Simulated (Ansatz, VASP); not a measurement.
**Two plane-wave programs on BaAu3**

The input INCAR:

```
PREC = Accurate
ENCUT = 520
EDIFF = 1E-6
ISMEAR = 0
SIGMA = 0.05
LREAL = F
LASPH = T
NELM = 80
ALGO = Normal
ISIF = 2
LWAVE = F
LCHARG = F
GGA = PE
NBANDS = 30
```

File KPOINTS:

```
regular mesh
0
Gamma
  8 8 8
```

POSCAR

```
BaAu3
1.0
    4.6566650904      0.0000000000      0.0000000000
    0.0000000000      4.6566650904      0.0000000000
    0.0000000000      0.0000000000      4.6566650904
Ba Au
1 3
Direct
    0.0000000000      0.0000000000      0.0000000000
    0.0000000000      0.5000000000      0.5000000000
    0.5000000000      0.5000000000      0.0000000000
    0.5000000000      0.0000000000      0.5000000000
```

Input for Ansatz:

```yaml
crystal:
  lattice:
    - [4.6566650904, 0.0, 0.0]
    - [0.0, 4.6566650904, 0.0]
    - [0.0, 0.0, 4.6566650904]
  atoms:
    - { symbol: Ba, position: [0.0, 0.0, 0.0] }
    - { symbol: Au, position: [0.0, 0.5, 0.5] }
    - { symbol: Au, position: [0.5, 0.5, 0.0] }
    - { symbol: Au, position: [0.5, 0.0, 0.5] }
basis:
  ecutwfc: 420
  ecutrho_ratio: 4
kpoints:
  mp_grid: { grid: [8, 8, 8] }
hamiltonian:
  xc: pbe
scf:
  occupations: { method: gaussian, width: 0.05 }
output:
  forces: true
  stress: true
  eigenvalues: true
```

Alike in both runs: task single point; functional PBE; k mesh 8 × 8 × 8; occupations gaussian, width 0.05 eV; no spin polarisation.

|  | VASP | Ansatz |
| --- | --- | --- |
| version | VASP 6.6.1 | Ansatz 0.2.0 |
| potentials or method | VASP PAW PBE potentials, release 64 (Ba_sv, Au) | scalar-relativistic, plane waves, PAW |
| plane-wave cutoff (eV) | 520 | 420 |
| valence electrons in the cell | 43 | 67 |

Ansatz gave:

| Item | Value |
| --- | --- |
| gap on the k mesh at the Fermi level (eV) | none |
| pressure (GPa) | 0.0 |

Task: Which values does VASP return?

Result: gap on the k mesh at the Fermi level (eV): none; pressure (GPa): 0.6.

A gap of «none» marks a metal or a gap that the smearing closes. The two sets of potentials don't hold the same shells in valence.

Spin-orbit coupling is left out, which matters for the levels of Au, Ba.
